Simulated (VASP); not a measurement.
VASP, PAW. Band gap of HgS (zinc blende) (no spin-orbit coupling).

| level | band gap (eV) |
|---|---|
| Hartree-Fock (PBE cell) | 6.32 |
| PBEsol (own cell) | 0 (metallic) |

**Question.** Estimate the band gap from RPBE (own cell), HSE06 (PBE cell), PBE (own cell).

**Answer.** 
```
Quantity                    Value
----------------  ---------------
RPBE (own cell)   0 (metallic) eV
HSE06 (PBE cell)          0.32 eV
PBE (own cell)    0 (metallic) eV
```

Only levels that ran to the end are used. Left out are those held back, those with too coarse a band path, GW runs whose mesh misses a band edge, hybrids' fits of cells that aren't cubic and levels without matching references; a question may draw on a part of the rest.

The compound is HgS in the zinc blende structure, metacinnabar; cinnabar is the stable form.
